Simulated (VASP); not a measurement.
Consider the following.

```xyz
3
Lattice="0.0000 3.1141 3.1141 3.1141 0.0000 3.1141 3.1141 3.1141 0.0000" Properties=species:S:1:pos:R:3 pbc="T T T"
Ba     0.0000     0.0000     0.0000
F      1.5570     1.5570     1.5570
F      4.6711     4.6711     4.6711
```

Method: rev-vdW-DF2, VASP's PBE PAW potentials (set 64) (plane waves; VASP 6.6.1). Run with 520 eV cut-off, Gaussian smearing of 0.050 eV, potentials Ba_sv F.

Unless said otherwise, spin-orbit coupling is left out, though it shifts the bands of the heavy elements here.

**Question.** Give the energies of bands 7 to 15 at the high-symmetry points, in eV from the valence-band maximum.

**Answer.** 
```tsv
band	Γ	X	U	L	W
7	-1.46	-1.52	-1.27	-1.06	-1.21
8	-1.46	-0.34	-0.55	-1.06	-0.64
9	-1.46	-0.34	-0.52	-0.66	-0.35
10	-0.08	-0.34	-0.36	-0.36	-0.35
11	-0.08	-0.34	-0.18	-0.17	-0.29
12	-0.08	-0.12	-0.17	-0.17	-0.17
13	6.43	7.01	7.29	9.03	7.31
14	9.15	9.00	9.34	9.09	9.70
15	9.15	10.62	9.84	9.09	9.83
```

The gap is indirect, 6.43 eV, from the valence maximum at K-Γ at 0.43 to the conduction minimum at Γ.

Measured: gap 10.50 eV (computed value off by -4.07 eV), as given by Andrés Aguado et al., Journal of the Physical Society of Japan (1999), arXiv:cond-mat/9901145.

The compound is BaF2 in the fluorite structure. It was relaxed first.
